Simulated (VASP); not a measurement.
Here is the system:

```yaml
crystal:
  lattice:
    - [0.00000, 3.24481, 3.24481]
    - [3.24481, 0.00000, 3.24481]
    - [3.24481, 3.24481, 0.00000]
  atoms:
    - { symbol: Na, position: [0.00000, 0.00000, 0.00000] }
    - { symbol: I, position: [0.50000, 0.50000, 0.50000] }
```

The numbers are results of revTPSS meta-GGA, VASP's PBE PAW potentials (set 64) (plane waves; VASP 6.6.1), not measurements. Numerical set-up: 520 eV cut-off, 7×7×7 Γ-centred mesh, Gaussian smearing of 0.050 eV, potentials Na_pv I.

Give the energy at these volumes per atom, relative to the lowest: 31.94, 32.96, 33.98, 35.00, 36.02 Å³.

8.0, 2.2, 0.0, 0.9, 4.4 meV/atom. A third-order Birch-Murnaghan fit gives B0 = 15.6 GPa and B0′ = 4.7.

The compound is NaI in the rock salt structure. It was relaxed first.
